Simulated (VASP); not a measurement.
Output of a VASP run:

File OSZICAR:
```
       N       E                     dE             d eps       ncg     rms          rms(c)
DAV:   1     0.330406812929E+02    0.33041E+02   -0.56018E+03  1072   0.112E+03
DAV:   2    -0.646725892337E+01   -0.39508E+02   -0.39124E+02  1120   0.207E+02
DAV:   3    -0.746634770279E+01   -0.99909E+00   -0.99691E+00  1315   0.313E+01
DAV:   4    -0.747936775405E+01   -0.13020E-01   -0.13014E-01  1328   0.359E+00
DAV:   5    -0.747947528500E+01   -0.10753E-03   -0.10753E-03  1396   0.206E-01    0.450E+00
DAV:   6    -0.696395768358E+01    0.51552E+00   -0.28617E+00  1038   0.129E+01    0.145E+00
DAV:   7    -0.696765132371E+01   -0.36936E-02   -0.18255E-02  1260   0.157E+00    0.867E-01
DAV:   8    -0.697434508726E+01   -0.66938E-02   -0.17688E-02  1366   0.175E+00    0.106E-01
DAV:   9    -0.697446665394E+01   -0.12157E-03   -0.11177E-03  1095   0.363E-01    0.445E-02
DAV:  10    -0.697454531458E+01   -0.78661E-04   -0.18229E-04  1159   0.129E-01    0.926E-03
DAV:  11    -0.697454751201E+01   -0.21974E-05   -0.37047E-06  1342   0.249E-02    0.135E-03
DAV:  12    -0.697454768994E+01   -0.17793E-06   -0.82353E-07  1114   0.103E-02    0.135E-03
DAV:  13    -0.697454779999E+01   -0.11005E-06   -0.11962E-07  1107   0.346E-03    0.210E-04
DAV:  14    -0.697454780216E+01   -0.21677E-08   -0.26225E-09   570   0.650E-04
   1 F= -.69745478E+01 E0= -.69745478E+01  d E =-.371980E-31
```

### OUTCAR
```
------------------------ aborting loop because EDIFF is reached ----------------------------------------
  FORCE on cell =-STRESS in cart. coord.  units (eV):
  Direction    XX          YY          ZZ          XY          YZ          ZX
  --------------------------------------------------------------------------------------
  Total       -0.4123841     -0.4123841     -0.4123841      0.0000000      0.0000000      0.0000000
  in kB      -38.1718748    -38.1718748    -38.1718748      0.0000000      0.0000000      0.0000000
  external PRESSURE =     -38.1718748 kB  Pullay stress =       0.0000000 kB
  volume of cell :       17.31
      direct lattice vectors                 reciprocal lattice vectors
     0.000000000  2.053113786  2.053113786    -0.243532533  0.243532533  0.243532533
     2.053113786  0.000000000  2.053113786     0.243532533 -0.243532533  0.243532533
     2.053113786  2.053113786  0.000000000     0.243532533  0.243532533 -0.243532533
  FREE ENERGIE OF THE ION-ELECTRON SYSTEM (eV)
  ---------------------------------------------------
  free  energy   TOTEN  =        -6.9745478022 eV

  energy  without entropy=       -6.9745478022  energy(sigma->0) =       -6.97454780
```
(Selected blocks of OUTCAR.)

File POSCAR:
```
LiF
1
    0.0000000000     2.0531137863     2.0531137863
    2.0531137863     0.0000000000     2.0531137863
    2.0531137863     2.0531137863     0.0000000000
Li F
1 1
Direct
  1.0000000000   1.0000000000   0.0000000000
  0.5000000000   0.5000000000   0.5000000000
```

### Question
Reconstruct the remaining input files.

### Answer
One answer among several that fit: the input of the run itself, optB86b-vdW, plane waves, VASP's PBE PAW potentials (set 64).

### INCAR
```
SYSTEM = LiF
PREC = Accurate
ENCUT = 520
EDIFF = 1E-7
NELM = 100
ALGO = Normal
LREAL = .FALSE.
LASPH = .TRUE.
ISMEAR = 0
SIGMA = 0.05
GGA = MK
PARAM1 = 0.1234
PARAM2 = 1.0
LUSE_VDW = .TRUE.
AGGAC = 0.0
LWAVE = .FALSE.
LCHARG = .FALSE.
ISIF = 2
```

File KPOINTS:
```
Automatic
0
gamma
 11 11 11
```

POTCAR, in this order: Li_sv F (PBE.64 set). Program: vasp_std.

The compound is LiF in the rock salt structure. This cell is one point of a volume scan, at 1.06 of the reference volume.
